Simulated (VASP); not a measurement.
VASP input:

POSCAR:
```
NaI
1
    0.0000000000     3.1506287996     3.1506287996
    3.1506287996     0.0000000000     3.1506287996
    3.1506287996     3.1506287996     0.0000000000
Na I
1 1
Direct
  0.0000000000   0.0000000000   0.0000000000
  0.5000000000   0.5000000000   0.5000000000
```

### KPOINTS
```
Automatic mesh
0
Gamma
7 7 7
0 0 0
```

INCAR:
```
# general
SYSTEM  =NaI
PREC    =Accurate
ENCUT   =520
LREAL   =.FALSE.
LASPH   =.TRUE.

# electronic loop
EDIFF   =1E-7
NELM    =100
ALGO    =Normal
LMAXMIX =4

# smearing
ISMEAR  =0
SIGMA   =0.05

# functional
GGA     =MK
LUSE_VDW=.TRUE.
AGGAC   =0.0
PARAM1  =0.1234
PARAM2  =1.0

# ions
ISIF    =2

# output
LWAVE   =.FALSE.
LCHARG  =.FALSE.
```

POTCAR, in this order: Na_pv I (PBE.64 set). Program: vasp_std.

### Question
Write an equivalent input for Quantum ESPRESSO's pw.x.

### Answer
One equivalent input (not run):
```
&CONTROL
  calculation = 'scf'
  pseudo_dir = './pseudo'
  outdir = './out'
  tprnfor = .true.
  tstress = .true.
/
&SYSTEM
  ibrav = 0
  nat = 2
  ntyp = 2
  ecutwfc = 88
  occupations = 'smearing'
  smearing = 'gaussian'
  degauss = 0.003675
  input_dft = 'vdw-df-ob86'
/
&ELECTRONS
  conv_thr = 7.3e-09
  electron_maxstep = 100
/
ATOMIC_SPECIES
  Na 22.990 Na.upf
  I 126.904 I.upf
CELL_PARAMETERS angstrom
     0.0000000    3.1506288    3.1506288
     3.1506288    0.0000000    3.1506288
     3.1506288    3.1506288    0.0000000
ATOMIC_POSITIONS crystal
  Na   0.0000000  0.0000000  0.0000000
  I    0.5000000  0.5000000  0.5000000
K_POINTS automatic
  7 7 7 0 0 0
```
The two are equivalent in intent, not identical: the potentials are each code's own (VASP's PAW set, PseudoDojo norm-conserving files in pw.x), so ENCUT and ecutwfc are chosen apart and not converted; conv_thr bounds pw.x's estimated SCF error, while EDIFF bounds the energy change between steps.

The compound is NaI in the rock salt structure. This cell is one point of a volume scan, at 0.94 of the reference volume.
